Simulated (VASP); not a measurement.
```
NbSi
1.0
    3.13758     0.00000     0.00000
    0.00000     3.13758     0.00000
    0.00000     0.00000     3.13758
Nb Si
1 1
Direct
  0.00000   0.00000   0.00000
  0.50000   0.50000   0.50000
```

Computed with PBEsol GGA, VASP's PBE PAW potentials (set 64) (plane waves; VASP). Numerical set-up: 400 eV cut-off, 11×11×11 Γ-centred mesh, first-order Methfessel-Paxton smearing of 0.10 eV, potentials Nb_sv Si.

Question: The ions, cell shape and volume are relaxed. What does this cell relax into?

Answer: 
```
NbSi
1.0
    3.12631     0.00000     0.00000
    0.00000     3.12631     0.00000
    0.00000     0.00000     3.12631
Nb Si
1 1
Direct
  0.00000   0.00000   0.00000
  0.50000   0.50000   0.50000
```
Space group Pm-3m (221), at a tolerance of 0.03 Å.

Question: How do energy and volume change from the first to the last step?

Answer: The energy (σ→0) changes by -1.0 meV/atom and the volume by -1.1 %, in 3 ionic steps.

The structure was generated: NbSi was put into the CsCl type (Pm-3m), which need not be its known phase. This run relaxes it. Symmetry was kept, so distortions that lower it aren't found. The electron count is odd and the run is not spin-polarised, which forces a metal.
